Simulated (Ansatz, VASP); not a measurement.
# Cross-check of BaZrO3 between VASP and Ansatz, part 3 of 3

Aim: how closely do two programs agree when they are given the same cell, functional and k mesh? The cell is taken from a series of runs on this material, whose earlier steps may have relaxed, scaled, displaced or heated it; both programs get it as it stands.

VASP 6.6.1 and Ansatz 0.2.0.

So far: The starting structure; Ansatz: zone-centre phonons, LDA; VASP: zone-centre phonons, LDA.

### Step 3. VASP: zone-centre phonons, LDA (continued)

Level of this step: LDA; plane waves and PAW (Ba_sv, Zr_sv, O) (VASP).

Numbers of over 12 decimals in the logs are rounded to 6 here.

From OUTCAR (step 3):

```text
ion  position               nearest neighbor table
   1  0.000  0.000  0.000-   3 2.93   4 2.93   5 2.93   3 2.93   4 2.93   3 2.93   5 2.93   3 2.93
                             4 2.93   5 2.93   4 2.93   5 2.93   2 3.59   2 3.59   2 3.59   2 3.59
   2  0.500  0.500  0.500-   3 2.07   4 2.07   5 2.07   5 2.07   4 2.07   3 2.07   1 3.59   1 3.59
                             1 3.59   1 3.59   1 3.59   1 3.59   1 3.59   1 3.59
   3  0.000  0.500  0.500-   2 2.07   2 2.07   1 2.93   1 2.93   1 2.93   1 2.93
   4  0.500  0.000  0.500-   2 2.07   2 2.07   1 2.93   1 2.93   1 2.93   1 2.93
   5  0.500  0.500  0.000-   2 2.07   2 2.07   1 2.93   1 2.93   1 2.93   1 2.93

  LATTYP: Found a simple cubic cell.
 ALAT       =     4.1496451700

 Subroutine GETGRP returns: Found 48 space group operations
 (whereof 48 operations were pure point group operations)

The static configuration has the point symmetry O_h .

 Found     20 irreducible k-points:

   k-points           NKPTS =     20   k-points in BZ     NKDIM =     20   number of bands    NBANDS=     26

   dimension x,y,z NGX =    36 NGY =   36 NGZ =   36
   dimension x,y,z NGXF=    72 NGYF=   72 NGZF=   72

   ENCUT  =  600.0 eV  44.10 Ry    6.64 a.u.   8.29  8.29  8.29*2*pi/ulx,y,z

   NELECT =      40.0000    total number of electrons

 k-points in reciprocal lattice and weights: Automatic mesh
   0.00000000  0.00000000  0.00000000       0.005
   0.16666667  0.00000000  0.00000000       0.028
   0.33333333  0.00000000  0.00000000       0.028
   0.50000000  0.00000000  0.00000000       0.014
   0.16666667  0.16666667  0.00000000       0.056
   0.33333333  0.16666667  0.00000000       0.111
   0.50000000  0.16666667  0.00000000       0.056
   0.33333333  0.33333333  0.00000000       0.056
   0.50000000  0.33333333  0.00000000       0.056
[...]
0.50000000  0.50000000  0.33333333       0.028
   0.50000000  0.50000000  0.50000000       0.005

 average (electrostatic) potential at core
       1 -32.5907       2 -77.5686       3 -70.3000       4 -70.3000       5 -70.3000

  Total        0.4702820      0.4702820      0.4702820      0.0000000     -0.0000000      0.0000000
  in kB       10.5447452     10.5447452     10.5447452      0.0000000     -0.0000000      0.0000000
  external PRESSURE =      10.5447452 kB  Pullay stress =       0.0000000 kB

  energy-cutoff  :      600.00
  volume of cell :       71.46
      direct lattice vectors                 reciprocal lattice vectors
     4.149645170  0.000000000  0.000000000     0.240984460  0.000000000  0.000000000
     0.000000000  4.149645170  0.000000000     0.000000000  0.240984460  0.000000000
     0.000000000  0.000000000  4.149645170     0.000000000  0.000000000  0.240984460

 POSITION                                       TOTAL-FORCE (eV/Angst)
 -----------------------------------------------------------------------------------
[...]
2     0.00000    -4.80456    -0.00000
    3    -0.00000     0.00000    -2.02517
 ion    5
    1    -2.02517    -0.00000    -0.00000
    2     0.00000    -2.02517    -0.00000
    3    -0.00000    -0.00000    -4.80456

 Eigenvectors and eigenvalues of the dynamical matrix
 ----------------------------------------------------

   1 f  =   15.935382 THz   100.124957 2PiTHz  531.547124 cm-1    65.903414 meV
             X         Y         Z           dx          dy          dz
      0.000000  0.000000  0.000000    -0.022151    0.001939    0.000000
      2.074823  2.074823  2.074823    -0.167499    0.014665    0.000000
      0.000000  2.074823  2.074823     0.926018    0.020189   -0.000000
      2.074823  0.000000  2.074823    -0.230583   -0.081078   -0.000000
      2.074823  2.074823  0.000000    -0.230583    0.020189    0.000000

   2 f  =   15.935382 THz   100.124957 2PiTHz  531.547124 cm-1    65.903414 meV
             X         Y         Z           dx          dy          dz
      0.000000  0.000000  0.000000    -0.000000   -0.000000   -0.022235
      2.074823  2.074823  2.074823    -0.000000   -0.000000   -0.168140
      0.000000  2.074823  2.074823     0.000000   -0.000000   -0.231465
      2.074823  0.000000  2.074823    -0.000000    0.000000   -0.231465
      2.074823  2.074823  0.000000    -0.000000   -0.000000    0.929560

   3 f  =   15.935382 THz   100.124957 2PiTHz  531.547124 cm-1    65.903414 meV
             X         Y         Z           dx          dy          dz
      0.000000  0.000000  0.000000     0.001939    0.022151   -0.000000
      2.074823  2.074823  2.074823     0.014665    0.167499   -0.000000
      0.000000  2.074823  2.074823    -0.081078    0.230583    0.000000
      2.074823  0.000000  2.074823     0.020189   -0.926018   -0.000000
      2.074823  2.074823  0.000000     0.020189    0.230583    0.000000

   4 f  =    5.873268 THz    36.902831 2PiTHz  195.911131 cm-1    24.289874 meV
             X         Y         Z           dx          dy          dz
      0.000000  0.000000  0.000000    -0.266738    0.019456    0.033451
      2.074823  2.074823  2.074823     0.726902   -0.053020   -0.091160
      0.000000  2.074823  2.074823    -0.089626    0.031450    0.054073
      2.074823  0.000000  2.074823    -0.431172    0.006537    0.054073
      2.074823  2.074823  0.000000    -0.431172    0.031450    0.011240

   5 f  =    5.873268 THz    36.902831 2PiTHz  195.911131 cm-1    24.289874 meV
             X         Y         Z           dx          dy          dz
      0.000000  0.000000  0.000000     0.020744    0.268573    0.009205
      2.074823  2.074823  2.074823    -0.056531   -0.731904   -0.025084
      0.000000  2.074823  2.074823     0.006970    0.434138    0.014879
      2.074823  0.000000  2.074823     0.033532    0.090242    0.014879
      2.074823  2.074823  0.000000     0.033532    0.434138    0.003093

   6 f  =    5.873268 THz    36.902831 2PiTHz  195.911131 cm-1    24.289874 meV
             X         Y         Z           dx          dy          dz
      0.000000  0.000000  0.000000     0.032668   -0.011684    0.267288
      2.074823  2.074823  2.074823    -0.089025    0.031840   -0.728401
      0.000000  2.074823  2.074823     0.010977   -0.018887    0.432061
      2.074823  0.000000  2.074823     0.052807   -0.003926    0.432061
      2.074823  2.074823  0.000000     0.052807   -0.018887    0.089811

   7 f  =    5.264420 THz    33.077323 2PiTHz  175.602133 cm-1    21.771880 meV
             X         Y         Z           dx          dy          dz
      0.000000  0.000000  0.000000    -0.000000   -0.000000    0.000000
      2.074823  2.074823  2.074823     0.000000    0.000000   -0.000000
      0.000000  2.074823  2.074823    -0.000000   -0.204215    0.413141
      2.074823  0.000000  2.074823     0.536294    0.000000   -0.413141
      2.074823  2.074823  0.000000    -0.536294    0.204215    0.000000

   8 f  =    5.264420 THz    33.077323 2PiTHz  175.602133 cm-1    21.771880 meV
             X         Y         Z           dx          dy          dz
      0.000000  0.000000  0.000000     0.000000   -0.000000   -0.000000
      2.074823  2.074823  2.074823    -0.000000    0.000000    0.000000
      0.000000  2.074823  2.074823    -0.000000   -0.051019    0.549178
      2.074823  0.000000  2.074823    -0.442494   -0.000000   -0.549178
      2.074823  2.074823  0.000000     0.442494    0.051019   -0.000000

   9 f  =    5.264420 THz    33.077323 2PiTHz  175.602133 cm-1    21.771880 meV
             X         Y         Z           dx          dy          dz
      0.000000  0.000000  0.000000     0.000000    0.000000   -0.000000
      2.074823  2.074823  2.074823     0.000000   -0.000000    0.000000
      0.000000  2.074823  2.074823    -0.000000   -0.675051   -0.166489
      2.074823  0.000000  2.074823    -0.128796    0.000000    0.166489
      2.074823  2.074823  0.000000     0.128796    0.675051   -0.000000

  10 f  =    3.232905 THz    20.312942 2PiTHz  107.838110 cm-1    13.370216 meV
             X         Y         Z           dx          dy          dz
      0.000000  0.000000  0.000000     0.538627   -0.377325   -0.000006
      2.074823  2.074823  2.074823    -0.261399    0.183118    0.000003
      0.000000  2.074823  2.074823    -0.215927    0.255350    0.000004
      2.074823  0.000000  2.074823    -0.364508    0.151264    0.000004
      2.074823  2.074823  0.000000    -0.364508    0.255350    0.000003

  11 f  =    3.232905 THz    20.312942 2PiTHz  107.838110 cm-1    13.370216 meV
             X         Y         Z           dx          dy          dz
      0.000000  0.000000  0.000000    -0.372964   -0.532400   -0.099711
      2.074823  2.074823  2.074823     0.181002    0.258377    0.048390
      0.000000  2.074823  2.074823     0.149515    0.360294    0.067478
      2.074823  0.000000  2.074823     0.252398    0.213430    0.067478
      2.074823  2.074823  0.000000     0.252398    0.360294    0.039972

  12 f  =    3.232905 THz    20.312942 2PiTHz  107.838110 cm-1    13.370216 meV
             X         Y         Z           dx          dy          dz
      0.000000  0.000000  0.000000     0.057204    0.081669   -0.650040
      2.074823  2.074823  2.074823    -0.027762   -0.039635    0.315468
      0.000000  2.074823  2.074823    -0.022932   -0.055269    0.439905
      2.074823  0.000000  2.074823    -0.038712   -0.032740    0.439905
      2.074823  2.074823  0.000000    -0.038712   -0.055269    0.260590

  13 f/i=    0.009038 THz     0.056784 2PiTHz    0.301459 cm-1     0.037376 meV
             X         Y         Z           dx          dy          dz
      0.000000  0.000000  0.000000     0.007946   -0.008324    0.703017
      2.074823  2.074823  2.074823     0.006496   -0.006804    0.574692
      0.000000  2.074823  2.074823     0.002727   -0.002864    0.241902
      2.074823  0.000000  2.074823     0.002734   -0.002856    0.241902
      2.074823  2.074823  0.000000     0.002734   -0.002864    0.241237

  14 f/i=    0.009038 THz     0.056784 2PiTHz    0.301459 cm-1     0.037376 meV
             X         Y         Z           dx          dy          dz
      0.000000  0.000000  0.000000    -0.560433   -0.424592    0.001308
      2.074823  2.074823  2.074823    -0.458135   -0.347089    0.001069
      0.000000  2.074823  2.074823    -0.192310   -0.146098    0.000450
      2.074823  0.000000  2.074823    -0.192840   -0.145697    0.000450
      2.074823  2.074823  0.000000    -0.192840   -0.146098    0.000449

  15 f/i=    0.009038 THz     0.056784 2PiTHz    0.301459 cm-1     0.037376 meV
             X         Y         Z           dx          dy          dz
      0.000000  0.000000  0.000000    -0.424519    0.560373    0.011433
      2.074823  2.074823  2.074823    -0.347030    0.458086    0.009346
      0.000000  2.074823  2.074823    -0.145672    0.192820    0.003934
      2.074823  0.000000  2.074823    -0.146073    0.192289    0.003934
      2.074823  2.074823  0.000000    -0.146073    0.192820    0.003923

 MACROSCOPIC STATIC DIELECTRIC TENSOR IONIC CONTRIBUTION
 ------------------------------------------------------
          49.024921     0.000000    -0.000000
           0.000000    49.024921     0.000000
          -0.000000     0.000000    49.024921
 ------------------------------------------------------

 ELASTIC MODULI CONTR FROM IONIC RELAXATION (kBar)
 Direction    XX          YY          ZZ          XY          YZ          ZX
 --------------------------------------------------------------------------------
 XX           0.0000      0.0000      0.0000      0.0000      0.0000      0.0000
 YY           0.0000      0.0000      0.0000      0.0000      0.0000      0.0000
 ZZ           0.0000      0.0000      0.0000      0.0000      0.0000      0.0000
 XY           0.0000      0.0000      0.0000      0.0000      0.0000      0.0000
 YZ           0.0000      0.0000      0.0000      0.0000      0.0000      0.0000
 ZX           0.0000      0.0000      0.0000      0.0000      0.0000      0.0000
 --------------------------------------------------------------------------------

 PIEZOELECTRIC TENSOR IONIC CONTR  for field in x, y, z        (C/m^2)
          XX          YY          ZZ          XY          YZ          ZX
  --------------------------------------------------------------------------------
  x     0.00000     0.00000     0.00000     0.00000     0.00000     0.00000
  y     0.00000     0.00000     0.00000     0.00000     0.00000     0.00000
  z     0.00000     0.00000     0.00000     0.00000     0.00000     0.00000
```

### Step 4. Side by side

Known differences besides the potentials themselves: the two LDA forms differ slightly; fixed occupations in Ansatz, narrow Gaussian smearing in VASP; VASP's response is taken on the typed mesh, Ansatz refines its own for the field response alone; the cutoff is 420 eV in Ansatz and 600 eV in VASP; VASP's log shows a relativistic correction to its local exchange, Ansatz's none. Total energies have different zeros and are not compared.

Both answers:

```csv
quantity,Ansatz,VASP,difference
ε∞ xx,4.91,4.94,-0.52 %
ε∞ yy,4.91,4.94,-0.52 %
ε∞ zz,4.91,4.94,-0.52 %
Born charge of Ba1 (mean of the diagonal) (e),2.75,2.74,+0.01
Born charge of Zr2 (mean of the diagonal) (e),6.09,6.12,-0.03
Born charge of O3 (mean of the diagonal) (e),-2.95,-2.95,+0.01
optical mode 1 to 3 (cm⁻¹),90.2,107.8,-16.35 %
optical mode 4 to 6 (cm⁻¹),167.5,175.6,-4.60 %
optical mode 7 to 9 (cm⁻¹),192.8,195.9,-1.59 %
optical mode 10 to 12 (cm⁻¹),524.8,531.5,-1.27 %
```

Modes are paired by rising frequency, not by their patterns, so a pair may set unlike modes beside each other; they are those without the splitting of longitudinal modes.

### Step 5. What came out

- r.m.s. difference of the optical zone-centre modes, each program's sorted by frequency (zone-centre phonons, LDA): 10 cm⁻¹
- difference in optical mode 1 to 3 (zone-centre phonons, LDA): -16.3 %

**Reading.** The r.m.s. difference of the optical zone-centre modes, each program's sorted by frequency is 10 cm⁻¹ (zone-centre phonons, LDA). Among the rows given in per cent, the largest difference of the zone-centre phonons, LDA pair is in optical mode 1 to 3, -16.3 %. What causes the difference of the zone-centre phonons, LDA pair stays open here. How closely two codes agree says nothing of how well the functional describes the real material.

[Lines on the potential files, build, host, timing and source positions are cut from VASP's logs without a mark.]

[Logs are printed without paths, hosts, clocks, repeated set-up lines and the standing remarks that a program may print on its own settings, such as how far it seeks lower states.]

[Hosts, paths, dates, database ids (printed as entryN), source tags and the programs' standing remarks are cut or masked in the printed files.]
